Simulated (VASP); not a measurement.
Input of a VASP 6.6.1 run:

Contents of INCAR:

```
PREC = Normal
ENCUT = 520
EDIFF = 1E-4
ISMEAR = 0
SIGMA = 0.15
LREAL = False
LASPH = True
NELM = 60
ALGO = Fast
ISIF = 3
LWAVE = False
LCHARG = False
GGA = PE
IBRION = 2
NSW = 24
EDIFFG = -0.08
```

KPOINTS

```
Automatic mesh
0
Gamma
  3 3 3
```

The input POSCAR:

```
ZnCd3Se3S
1.0
    5.5500000000      0.0000000000      0.0000000000
    0.0000000000      5.5500000000      0.0000000000
    0.0000000000      0.0000000000      5.5500000000
Zn Cd Se S
1 3 3 1
Direct
    0.0000000000      0.0000000000      0.0000000000
    0.5000000000      0.0000000000      0.5000000000
    0.5000000000      0.5000000000      0.0000000000
    0.0000000000      0.5000000000      0.5000000000
    0.5000000000      0.0000000000      0.0000000000
    0.0000000000      0.5000000000      0.0000000000
    0.0000000000      0.0000000000      0.5000000000
    0.5000000000      0.5000000000      0.5000000000
```

Potentials or basis: VASP PAW PBE potentials, release 64 (Zn, Cd, Se, S).

Run with:

```console
$ cat potpaw_PBE.64/Zn/POTCAR potpaw_PBE.64/Cd/POTCAR potpaw_PBE.64/Se/POTCAR potpaw_PBE.64/S/POTCAR > POTCAR
$ mpirun -np 1 vasp_std > vasp.out
```

(1) What does it give for the relaxed volume?

(2) Estimate the band gap on the k mesh.

(3) Predict the space group after relaxing (to 0.05 Å).

Results:

(1) 22.04 Å³/atom.

(2) none (metal or under the smearing width).

(3) Pm-3m (No. 221).

Caveat: the k mesh is coarse (spacing up to 0.38 Å⁻¹), so the values aren't converged.
